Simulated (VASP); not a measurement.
Level of theory: PBEsol GGA, VASP's PBE PAW potentials (set 64) (plane waves; VASP 6.6.1).

The input files of a VASP run:

### KPOINTS
```
Automatic mesh
0
Gamma
16 16 16
0 0 0
```

POSCAR:
```
Pt
1
    0.0000000000     1.9374423347     1.9374423347
    1.9374423347     0.0000000000     1.9374423347
    1.9374423347     1.9374423347     0.0000000000
Pt
1
Direct
  0.0000000000   0.0000000000   0.0000000000
```

INCAR:
```
! general
SYSTEM =Pt
PREC   =Accurate
ENCUT  =500
LREAL  =F
LASPH  =T   ! aspherical one-centre terms

! electronic loop
EDIFF  =1E-6   ! SCF stop (eV)
NELM   =100   ! most electronic steps
ALGO   =Normal   ! blocked Davidson
LMAXMIX=6   ! l cut-off of mixed one-centre charges

! smearing
ISMEAR =1
SIGMA  =0.1   ! width (eV)

! functional
GGA    =PS   ! PBEsol

! ions
IBRION =2   ! conjugate gradients
NSW    =40
ISIF   =3   ! ions, shape and volume
EDIFFG =-0.02   ! ionic stop
PSTRESS=200   ! kbar

! output
LWAVE  =F
LCHARG =F
```

POTCAR, in this order: Pt (PBE.64 set). Program: vasp_std.

Energy and stress use the plane-wave basis of the starting cell. Unless said otherwise, spin-orbit coupling is left out, though it shifts the bands of the heavy elements here.

Q: Estimate the energy per atom (σ→0), volume per atom, band gap (on the k-mesh).

A: 
```
Item                                                         Value
------------------------  ----------------------------------------
energy per atom (σ→0)                           -666.9 kJ/mol-atom
band gap (on the k-mesh)  none (metal, semimetal or under 0.01 eV)
volume per atom                                     14.15 Å^3/atom
```

### OSZICAR
```
...
DAV:   7    -0.691353002133E+01   -0.56223E-06   -0.47695E-07  2030   0.487E-03
   3 F= -.51447712E+01 E0= -.51445856E+01  d E =-.127648E-01
       N       E                     dE             d eps       ncg     rms          rms(c)
DAV:   1    -0.691171028797E+01    0.18192E-02   -0.23281E-03  2655   0.526E-01    0.787E-02
DAV:   2    -0.691162118009E+01    0.89108E-04   -0.24283E-04  2615   0.142E-01    0.322E-02
DAV:   3    -0.691161521289E+01    0.59672E-05   -0.32122E-05  2719   0.485E-02    0.145E-02
DAV:   4    -0.691161618272E+01   -0.96983E-06   -0.10963E-06  2473   0.831E-03
   4 F= -.51448006E+01 E0= -.51446163E+01  d E =-.127941E-01
```

The compound is Pt in the fcc structure. This run relaxes it under an external pressure of 20 GPa. Symmetry was kept, so distortions that lower it aren't found.
